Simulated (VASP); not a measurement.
A run of VASP 6.6.1 is set up as follows.

File INCAR:

```
SYSTEM = LuAl3N4
ALGO = Fast
EDIFF = 1E-4
EDIFFG = -0.08
ENCUT = 520
GGA = PE
IBRION = 2
ISIF = 3
ISMEAR = 0
LASPH = .True.
LCHARG = .False.
LREAL = .False.
LWAVE = .False.
NELM = 60
NSW = 24
PREC = Normal
SIGMA = 0.15
```

KPOINTS

```
k-points
0
Gamma
  4 4 4
  0 0 0
```

The input POSCAR:

```
LuAl3N4
1.0
   -2.3750000000      2.3750000000      4.7500000000
    2.3750000000     -2.3750000000      4.7500000000
    2.3750000000      2.3750000000     -4.7500000000
Lu Al N
1 3 4
Direct
    0.0000000000      0.0000000000      0.0000000000
    0.5000000000      0.5000000000      0.0000000000
    0.2500000000      0.7500000000      0.5000000000
    0.7500000000      0.2500000000      0.5000000000
    0.1330000000      0.1330000000      0.5300000000
    0.6030000000      0.6030000000      0.4700000000
    0.3970000000      0.8670000000      0.0000000000
    0.8670000000      0.3970000000      0.0000000000
```

Potentials or basis: VASP PAW PBE potentials, release 64 (Lu, Al, N).

Run with:

```bash
$ cat potpaw_PBE.64/Lu/POTCAR potpaw_PBE.64/Al/POTCAR potpaw_PBE.64/N/POTCAR > POTCAR
$ mpirun -np 1 vasp_std > vasp.out
```

Problem. Predict the space group after relaxing (to 0.05 Å).

Solution. I-42m (No. 121).

Problem. What does it give for the relaxed cell?

Solution. a = 5.582 Å, b = 5.582 Å, c = 5.582 Å, α = 131.10°, β = 131.10°, γ = 71.65°.

Problem. Predict the relaxed volume.

Solution. 12.08 Å³/atom.

Stress tensor (GPa, compression positive):
```
 0.40  0.00  0.00
 0.00  0.40  0.00
 0.00  0.00 -0.17
```

Caveat: the k mesh is coarse (spacing up to 0.47 Å⁻¹), so the values aren't converged.
